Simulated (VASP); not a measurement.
Output of a VASP run:

File OSZICAR:
```
...
       N       E                     dE             d eps       ncg     rms          rms(c)
DAV:   1    -0.192533409627E+02   -0.15418E+02   -0.35880E+02  1691   0.258E+02    0.622E+01
DAV:   2     0.192655471769E+01    0.21180E+02   -0.70983E+01  1586   0.121E+02    0.165E+01
DAV:   3     0.299004051797E+01    0.10635E+01   -0.33385E+00  1531   0.184E+01    0.538E+00
DAV:   4     0.340245327004E+01    0.41241E+00   -0.50240E-01  1536   0.481E+00    0.374E+00
DAV:   5     0.343981645754E+01    0.37363E-01   -0.66427E-02  1766   0.217E+00    0.169E+00
DAV:   6     0.343896831817E+01   -0.84814E-03   -0.88930E-03  1711   0.832E-01    0.210E-01
DAV:   7     0.343885468950E+01   -0.11363E-03   -0.37974E-04  1641   0.157E-01    0.110E-01
DAV:   8     0.343885330722E+01   -0.13823E-05   -0.20334E-05  1716   0.407E-02    0.433E-02
DAV:   9     0.343884809974E+01   -0.52075E-05   -0.35414E-06  1651   0.245E-02    0.602E-03
DAV:  10     0.343884824088E+01    0.14114E-06   -0.89824E-07   823   0.949E-03
   2 F= 0.13227887E+02 E0= 0.13227963E+02  d E =0.308832E+01
       N       E                     dE             d eps       ncg     rms          rms(c)
DAV:   1    -0.145560496512E+02   -0.17995E+02   -0.24435E+02  1566   0.225E+02    0.557E+01
DAV:   2    -0.496322169530E+01    0.95928E+01   -0.26158E+01  1536   0.846E+01    0.276E+01
DAV:   3    -0.378287692881E+01    0.11803E+01   -0.17275E+00  1616   0.168E+01    0.241E+01
DAV:   4    -0.316829556868E+01    0.61458E+00   -0.67283E-01  1501   0.833E+00    0.738E+00
DAV:   5    -0.313866803891E+01    0.29628E-01   -0.61337E-02  1636   0.233E+00    0.148E+00
DAV:   6    -0.313777630489E+01    0.89173E-03   -0.50280E-03  1509   0.805E-01    0.392E-01
DAV:   7    -0.313793050840E+01   -0.15420E-03   -0.96848E-04  1776   0.393E-01    0.146E-01
DAV:   8    -0.313793897425E+01   -0.84658E-05   -0.29886E-05  1711   0.801E-02    0.793E-02
DAV:   9    -0.313794936316E+01   -0.10389E-04   -0.11296E-05  1566   0.377E-02    0.156E-02
DAV:  10    -0.313794950589E+01   -0.14273E-06   -0.19944E-06  1164   0.185E-02
   3 F= 0.99692056E+01 E0= 0.99692102E+01  d E =-.170364E+00
       N       E                     dE             d eps       ncg     rms          rms(c)
DAV:   1    -0.306377826777E+01    0.74171E-01   -0.12271E-01  1651   0.496E+00    0.563E-01
DAV:   2    -0.305789748257E+01    0.58808E-02   -0.14386E-02  1676   0.216E+00    0.266E-01
DAV:   3    -0.305734945202E+01    0.54803E-03   -0.14709E-03  1561   0.452E-01    0.230E-01
DAV:   4    -0.305724827570E+01    0.10118E-03   -0.24740E-04  1606   0.173E-01    0.275E-02
DAV:   5    -0.305723818242E+01    0.10093E-04   -0.37966E-05  1656   0.102E-01    0.204E-02
DAV:   6    -0.305723810181E+01    0.80604E-07   -0.58235E-06  1476   0.241E-02
   4 F= 0.99667773E+01 E0= 0.99667788E+01  d E =-.172792E+00
       N       E                     dE             d eps       ncg     rms          rms(c)
DAV:   1    -0.302242337174E+01    0.34815E-01   -0.23332E-02  1656   0.216E+00    0.249E-01
DAV:   2    -0.302129550061E+01    0.11279E-02   -0.27484E-03  1676   0.946E-01    0.118E-01
DAV:   3    -0.302119011462E+01    0.10539E-03   -0.28187E-04  1551   0.199E-01    0.102E-01
DAV:   4    -0.302117057517E+01    0.19539E-04   -0.47564E-05  1611   0.754E-02    0.124E-02
DAV:   5    -0.302116861680E+01    0.19584E-05   -0.73230E-06  1561   0.448E-02    0.884E-03
DAV:   6    -0.302116859497E+01    0.21831E-07   -0.10740E-06   753   0.107E-02
   5 F= 0.99665737E+01 E0= 0.99665738E+01  d E =-.172996E+00
```

**OUTCAR**
```
------------------------ aborting loop because EDIFF is reached ----------------------------------------
  FORCE on cell =-STRESS in cart. coord.  units (eV):
  Direction    XX          YY          ZZ          XY          YZ          ZX
  --------------------------------------------------------------------------------------
  Total       13.0025945     13.0025945     13.0025945      0.0000000      0.0000000      0.0000000
  in kB      450.5145994    450.5145994    450.5145994      0.0000000      0.0000000      0.0000000
  external PRESSURE =       0.5145994 kB  Pullay stress =     450.0000000 kB
  volume of cell :       46.24
      direct lattice vectors                 reciprocal lattice vectors
     0.000000000  2.848834668  2.848834668    -0.175510361  0.175510361  0.175510361
     2.848834668 -0.000000000  2.848834668     0.175510361 -0.175510361  0.175510361
     2.848834668  2.848834668  0.000000000     0.175510361  0.175510361 -0.175510361
 POSITION                                       TOTAL-FORCE (eV/Angst)
 -----------------------------------------------------------------------------------
      0.00000      0.00000      0.00000         0.000000      0.000000      0.000000
      1.42442      1.42442      1.42442        -0.000000     -0.000000     -0.000000
 -----------------------------------------------------------------------------------
    total drift:                                0.000000      0.000000      0.000000
  FREE ENERGIE OF THE ION-ELECTRON SYSTEM (eV)
  ---------------------------------------------------
  free  energy   TOTEN  =        -3.0211685950 eV

  energy  without entropy=       -3.0211684530  energy(sigma->0) =       -3.02116855
  enthalpy is  TOTEN    =         9.9665737488 eV   P V=       12.9877423438

 reached required accuracy - stopping structural energy minimisation
```
(Selected blocks of OUTCAR.)

**POSCAR**
```
HgTe
1
    0.0000000000     2.9192872577     2.9192872577
    2.9192872577     0.0000000000     2.9192872577
    2.9192872577     2.9192872577     0.0000000000
Hg Te
1 1
Direct
  0.0000000000   0.0000000000   0.0000000000
  0.2500000000   0.2500000000   0.2500000000
```

Write an INCAR and KPOINTS that could have produced this output.

This is not unique; one that fits is the input of the run itself, LDA (Ceperley-Alder, Perdew-Zunger), plane waves, VASP's LDA PAW potentials (set 64).

KPOINTS:
```
Automatic mesh
0
Gamma
11 11 11
0 0 0
```

INCAR:
```
LCHARG=.False.
IBRION=2
LREAL=.False.   # projection in real space or not
ALGO=Normal   # blocked Davidson
EDIFF=1E-6   # SCF stop (eV)
LWAVE=.False.
ENCUT=500
ISIF=3   # ions, shape and volume
SYSTEM=HgTe
LMAXMIX=6
NSW=40
EDIFFG=-0.02   # ionic stop
ISMEAR=1   # Methfessel-Paxton
PSTRESS=450
LASPH=.True.
PREC=Accurate
SIGMA=0.1   # width (eV)
NELM=100
```

POTCAR, in this order: Hg Te (LDA.64 set). Program: vasp_std.

Energy and stress use the plane-wave basis of the starting cell.

The compound is HgTe in the zinc blende structure. This run relaxes it under an external pressure of 45 GPa. Symmetry was kept, so distortions that lower it aren't found.
